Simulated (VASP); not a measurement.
Given:

```yaml
crystal:
  lattice:
    - [0.00000, 2.45244, 2.45244]
    - [2.45244, 0.00000, 2.45244]
    - [2.45244, 2.45244, 0.00000]
  atoms:
    - { symbol: Y, position: [0.00000, 0.00000, 0.00000] }
    - { symbol: N, position: [0.50000, 0.50000, 0.50000] }
```

Calculation: HSE06 screened hybrid, VASP's PBE PAW potentials (set 64) (plane waves; VASP 6.6.1). Run with 520 eV cut-off, 8×8×8 Γ-centred mesh, Gaussian smearing of 0.050 eV, potentials Y_sv N.

Q: Give the stress tensor in GPa (positive for a compressed cell).

A: 
```
-2.74   0.00   0.00
 0.00  -2.74   0.00
 0.00   0.00  -2.74
```
The pressure is its mean diagonal, -2.74 GPa.

The compound is YN in the rock salt structure. It was relaxed first. The cell's shape comes from a PBE relaxation.
